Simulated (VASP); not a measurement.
Method: PBE GGA, VASP's PBE PAW potentials (set 64) (plane waves; VASP).

A VASP calculation is set up with these files.

**INCAR**
```
SYSTEM = MoTe2
PREC = Accurate
ENCUT = 520
EDIFF = 1E-7
NELM = 100
ALGO = Normal
LREAL = .FALSE.
LASPH = .TRUE.
ISMEAR = -5
GGA = PE
LMAXMIX = 4
LWAVE = .FALSE.
LCHARG = .TRUE.
LORBIT = 11
NEDOS = 601
ISIF = 2
LEFG = .TRUE.
```

POSCAR:
```
MoTe2
1
    1.7789877369    -3.0812967117    -0.0000000000
    1.7789877369     3.0812967117     0.0000000000
    0.0000000000     0.0000000000    14.9995965816
Te Mo
4 2
Direct
  0.3333330000   0.6666670000   0.8706135013
  0.6666670000   0.3333330000   0.3706135013
  0.6666670000   0.3333330000   0.1293864987
  0.3333330000   0.6666670000   0.6293864987
  0.3333330000   0.6666670000   0.2500000000
  0.6666670000   0.3333330000   0.7500000000
```

### KPOINTS
```
Automatic mesh
0
Gamma
8 8 2
0 0 0
```

POTCAR, in this order: Te Mo_sv (PBE.64 set). Program: vasp_std.

The resulting files:

**OUTCAR**
```
 ion  position               nearest neighbor table
   1  0.333  0.667  0.871-   6 2.74   6 2.74   6 2.74   4 3.62
   2  0.667  0.333  0.371-   5 2.74   5 2.74   5 2.74   3 3.62
   3  0.667  0.333  0.129-   5 2.74   5 2.74   5 2.74   2 3.62
   4  0.333  0.667  0.629-   6 2.74   6 2.74   6 2.74   1 3.62
   5  0.333  0.667  0.250-   2 2.74   3 2.74   2 2.74   3 2.74   2 2.74   3 2.74
   6  0.667  0.333  0.750-   1 2.74   4 2.74   1 2.74   4 2.74   1 2.74   4 2.74
  LATTYP: Found a hexagonal cell.
 ALAT       =     3.5579750974
 C/A-ratio  =     4.2157677249
 Subroutine PRICEL returns:
 Original cell was already a primitive cell.
 Subroutine GETGRP returns: Found 24 space group operations
The static configuration has the point symmetry D_3d.
 The point group associated with its full space group is D_6h.
The dynamic configuration has the point symmetry D_3d.
 Subroutine INISYM returns: Found 24 space group operations
 Subroutine IBZKPT returns following result:
 Found     20 irreducible k-points:

 Following reciprocal coordinates:
            Coordinates               Weight
  0.000000  0.000000  0.000000      1.000000
  0.125000  0.000000  0.000000      6.000000
  0.250000  0.000000  0.000000      6.000000
...
```

### OSZICAR
```
       N       E                     dE             d eps       ncg     rms          rms(c)
DAV:   1     0.396229077115E+03    0.39623E+03   -0.27140E+04  1480   0.149E+03
DAV:   2    -0.132401410902E+02   -0.40947E+03   -0.40117E+03  1573   0.340E+02
DAV:   3    -0.366561038670E+02   -0.23416E+02   -0.23182E+02  1550   0.675E+01
DAV:   4    -0.373831284084E+02   -0.72702E+00   -0.72345E+00  1559   0.115E+01
DAV:   5    -0.374080352602E+02   -0.24907E-01   -0.24896E-01  1695   0.212E+00    0.206E+01
DAV:   6    -0.366639861350E+02    0.74405E+00   -0.10779E+01  1412   0.157E+01    0.891E+00
DAV:   7    -0.365103340993E+02    0.15365E+00   -0.99006E+00  1399   0.126E+01    0.647E+00
DAV:   8    -0.360843611120E+02    0.42597E+00   -0.17590E+00  1559   0.600E+00    0.294E+00
DAV:   9    -0.360791355541E+02    0.52256E-02   -0.31391E-01  1650   0.251E+00    0.111E+00
DAV:  10    -0.360728326827E+02    0.63029E-02   -0.48389E-02  1590   0.110E+00    0.286E-01
DAV:  11    -0.360732934104E+02   -0.46073E-03   -0.20368E-03  1493   0.253E-01    0.182E-01
DAV:  12    -0.360732206039E+02    0.72807E-04   -0.16773E-04  1429   0.745E-02    0.115E-01
DAV:  13    -0.360732202378E+02    0.36606E-06   -0.12518E-04  1549   0.564E-02    0.383E-02
DAV:  14    -0.360732223808E+02   -0.21430E-05   -0.74980E-06  1632   0.109E-02    0.329E-02
DAV:  15    -0.360732227654E+02   -0.38456E-06   -0.22942E-06  1332   0.691E-03    0.126E-02
DAV:  16    -0.360732222225E+02    0.54284E-06   -0.14148E-06  1466   0.560E-03    0.287E-03
DAV:  17    -0.360732222771E+02   -0.54551E-07   -0.15090E-07  1037   0.186E-03
   1 F= -.36073222E+02 E0= -.36073222E+02  d E =0.000000E+00
```

### OUTCAR
```
------------------------ aborting loop because EDIFF is reached ----------------------------------------
  FORCE on cell =-STRESS in cart. coord.  units (eV):
  Direction    XX          YY          ZZ          XY          YZ          ZX
  --------------------------------------------------------------------------------------
  Total       -0.0838452     -0.0838452      0.0350939      0.0000000      0.0000000     -0.0000000
  in kB       -0.8169076     -0.8169073      0.3419216      0.0000000      0.0000000     -0.0000000
  external PRESSURE =      -0.4306311 kB  Pullay stress =       0.0000000 kB
  volume of cell :      164.44
      direct lattice vectors                 reciprocal lattice vectors
     1.778987737 -3.081296712  0.000000000     0.281058711 -0.162269345  0.000000000
     1.778987737  3.081296712  0.000000000     0.281058711  0.162269345  0.000000000
     0.000000000  0.000000000 14.999596582     0.000000000  0.000000000  0.066668460
 POSITION                                       TOTAL-FORCE (eV/Angst)
 -----------------------------------------------------------------------------------
      1.77899      1.02710     13.05885         0.000000      0.000000     -0.013978
      1.77899     -1.02710      5.55905        -0.000000      0.000000     -0.013978
      1.77899     -1.02710      1.94075         0.000000      0.000000      0.013978
      1.77899      1.02710      9.44054        -0.000000      0.000000      0.013978
      1.77899      1.02710      3.74990        -0.000000     -0.000000      0.000000
      1.77899     -1.02710     11.24970         0.000000      0.000000      0.000000
 -----------------------------------------------------------------------------------
    total drift:                                0.000268      0.001668     -0.000026
  FREE ENERGIE OF THE ION-ELECTRON SYSTEM (eV)
  ---------------------------------------------------
  free  energy   TOTEN  =       -36.0732222771 eV

  energy  without entropy=      -36.0732222771  energy(sigma->0) =      -36.07322228

 total charge

# of ion       s       p       d       tot
------------------------------------------
    1        1.385   1.969   0.059   3.413
    2        1.385   1.969   0.059   3.413
    3        1.385   1.969   0.059   3.413
    4        1.385   1.969   0.059   3.413
    5        2.250   6.139   3.955  12.344
    6        2.250   6.139   3.955  12.344
--------------------------------------------------
tot         10.038  20.156   8.144  38.338

 Electric field gradients after diagonalization (V/A^2)
 (convention: |V_zz| > |V_xx| > |V_yy|)
----------------------------------------------------------------------
 ion       V_xx      V_yy      V_zz     asymmetry (V_yy - V_xx)/ V_zz
----------------------------------------------------------------------
   1      94.101    94.101  -188.202       0.000
   2      94.101    94.101  -188.202       0.000
   3      94.101    94.101  -188.202       0.000
   4      94.101    94.101  -188.202       0.000
   5      36.367    36.361   -72.728       0.000
   6      36.367    36.361   -72.728       0.000
```
(Selected blocks of OUTCAR.)

Without a dispersion term in the relaxation, distances and binding between the weakly bound layers, chains or molecules are unreliable, and so is what depends on them.

The compound is MoTe2 in the 2H layered structure. It was relaxed first, which changed the volume by +10 %.
